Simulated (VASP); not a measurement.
Output of a VASP run:

OSZICAR:
```
       N       E                     dE             d eps       ncg     rms          rms(c)
DAV:   1     0.278592080201E+03    0.27859E+03   -0.16671E+04 15806   0.148E+03
DAV:   2    -0.923679210139E+01   -0.28783E+03   -0.28061E+03 16196   0.464E+02
DAV:   3    -0.158755521040E+02   -0.66388E+01   -0.64790E+01 16519   0.783E+01
DAV:   4    -0.159331408308E+02   -0.57589E-01   -0.57561E-01 16637   0.744E+00
DAV:   5    -0.159340601819E+02   -0.91935E-03   -0.91957E-03 16632   0.973E-01    0.140E+01
DAV:   6    -0.150728603835E+02    0.86120E+00   -0.29196E+00 15666   0.174E+01    0.501E+00
DAV:   7    -0.150462901780E+02    0.26570E-01   -0.43638E-02 16613   0.172E+00    0.240E+00
DAV:   8    -0.150397051311E+02    0.65850E-02   -0.61834E-03 16171   0.995E-01    0.193E-01
DAV:   9    -0.150395396958E+02    0.16544E-03   -0.23813E-04 16665   0.194E-01    0.390E-02
DAV:  10    -0.150395419342E+02   -0.22384E-05   -0.88617E-06 16453   0.309E-02    0.567E-03
DAV:  11    -0.150395441580E+02   -0.22238E-05   -0.94910E-07 16551   0.769E-03    0.947E-04
DAV:  12    -0.150395437749E+02    0.38309E-06   -0.54556E-08  8769   0.266E-03    0.325E-04
DAV:  13    -0.150395436940E+02    0.80926E-07   -0.39079E-09  8304   0.603E-04
   1 F= -.15039544E+02 E0= -.15039544E+02  d E =0.000000E+00
```

**OUTCAR**
```
------------------------ aborting loop because EDIFF is reached ----------------------------------------
  FORCE on cell =-STRESS in cart. coord.  units (eV):
  Direction    XX          YY          ZZ          XY          YZ          ZX
  --------------------------------------------------------------------------------------
  Total       -0.0025739     -0.0025739      0.0043452      0.0000000      0.0000000      0.0000000
  in kB       -0.1384133     -0.1384133      0.2336658      0.0000000      0.0000000      0.0000000
  external PRESSURE =      -0.0143870 kB  Pullay stress =       0.0000000 kB
  volume of cell :       29.79
      direct lattice vectors                 reciprocal lattice vectors
    -2.357692103  2.357692103  1.339956042     0.000000000  0.212071797  0.373146569
     2.357692103 -2.357692103  1.339956042     0.212071797  0.000000000  0.373146569
     2.357692103  2.357692103 -1.339956042     0.212071797  0.212071797  0.000000000
 POSITION                                       TOTAL-FORCE (eV/Angst)
 -----------------------------------------------------------------------------------
      0.00000      2.35769      0.66998        -0.000000     -0.000000      0.000000
      0.00000      0.00000      0.00000         0.000000      0.000000     -0.000000
 -----------------------------------------------------------------------------------
    total drift:                                0.000000      0.000000     -0.000000
  FREE ENERGIE OF THE ION-ELECTRON SYSTEM (eV)
  ---------------------------------------------------
  free  energy   TOTEN  =       -15.0395436940 eV

  energy  without entropy=      -15.0395436940  energy(sigma->0) =      -15.03954369

 total charge

# of ion       s       p       d       tot
------------------------------------------
    1        0.422   6.261   7.145  13.828
    2        0.422   6.261   7.145  13.828
--------------------------------------------------
tot          0.843  12.522  14.291  27.656
```
(Selected blocks of OUTCAR.)

**POSCAR**
```
Rh
1
   -2.3576921035     2.3576921035     1.3399560418
    2.3576921035    -2.3576921035     1.3399560418
    2.3576921035     2.3576921035    -1.3399560418
Rh
2
Direct
  0.7500000000   0.2500000000   0.5000000000
  0.0000000000   0.0000000000   0.0000000000
```

Q: Reconstruct the remaining input files.

A: Several could match; the one computed here: the input of the run itself, PBEsol GGA, plane waves, VASP's PBE PAW potentials (set 64).

INCAR:
```
PREC  =  Accurate
LASPH  =  T
NELM  =  100   ! most electronic steps
LCHARG  =  T
GGA  =  PS   ! PBEsol
ALGO  =  Normal   ! blocked Davidson
LREAL  =  F
LWAVE  =  F
LORBIT  =  11   ! lm-projected
EDIFF  =  1E-7   ! SCF stop (eV)
ISMEAR  =  -5
LMAXMIX  =  4
ISIF  =  2
ENCUT  =  400   ! plane-wave cut-off (eV)
SYSTEM  =  Rh
NEDOS  =  601
```

KPOINTS:
```
Automatic mesh
0
Gamma
17 17 17
0 0 0
```

POTCAR, in this order: Rh_pv (PBE.64 set). Program: vasp_std.

For a metal the tetrahedron method with Blöchl corrections gives inexact stress and forces.

The structure was generated: Rh was put into the beta-Sn type (I4_1/amd), which need not be its known phase. It was relaxed first.
